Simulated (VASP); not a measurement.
VASP input:

INCAR:
```
# general
SYSTEM   = Be2C
PREC     = Accurate
ENCUT    = 520   # plane-wave cut-off (eV)
LREAL    = F   # projection in real space or not
LASPH    = T   # aspherical one-centre terms

# electronic loop
EDIFF    = 1E-7
NELM     = 100   # most electronic steps
ALGO     = Normal   # blocked Davidson

# smearing
ISMEAR   = 0   # Gaussian
SIGMA    = 0.05

# functional
GGA      = CX
LUSE_VDW = T
AGGAC    = 0.0

# ions
ISIF     = 2   # forces and stress, cell fixed

# output
LWAVE    = F
LCHARG   = F
```

### KPOINTS
```
Automatic mesh
0
Gamma
9 9 9
0 0 0
```

### POSCAR
```
Be2C
1.0
  0.0000000000   2.1723358013   2.1723358013
  2.1723358013   0.0000000000   2.1723358013
  2.1723358013   2.1723358013   0.0000000000
Be C
2 1
Cart
  1.0861679007   1.0861679007   1.0861679007
  3.2585037020   3.2585037020   3.2585037020
  0.0000000000   0.0000000000   0.0000000000
```

POTCAR, in this order: Be C (PBE.64 set). Program: vasp_std.

Problem. Translate this vdW-DF-cx calculation to Quantum ESPRESSO's pw.x.

Solution. One equivalent input (not run):
```
&CONTROL
  calculation = 'scf'
  pseudo_dir = './pseudo'
  outdir = './out'
  tprnfor = .true.
  tstress = .true.
/
&SYSTEM
  ibrav = 0
  nat = 3
  ntyp = 2
  ecutwfc = 88
  occupations = 'smearing'
  smearing = 'gaussian'
  degauss = 0.003675
  input_dft = 'vdw-df-cx'
/
&ELECTRONS
  conv_thr = 7.3e-09
  electron_maxstep = 100
/
ATOMIC_SPECIES
  Be 9.012 Be.upf
  C 12.011 C.upf
CELL_PARAMETERS angstrom
     0.0000000    2.1723358    2.1723358
     2.1723358    0.0000000    2.1723358
     2.1723358    2.1723358    0.0000000
ATOMIC_POSITIONS crystal
  Be   0.2500000  0.2500000  0.2500000
  Be   0.7500000  0.7500000  0.7500000
  C    0.0000000  0.0000000  0.0000000
K_POINTS automatic
  9 9 9 0 0 0
```
The two are equivalent in intent, not identical: the potentials are each code's own (VASP's PAW set, PseudoDojo norm-conserving files in pw.x), so ENCUT and ecutwfc are chosen apart and not converted; conv_thr bounds pw.x's estimated SCF error, while EDIFF bounds the energy change between steps.

The compound is Be2C in the antifluorite structure. It was relaxed first.
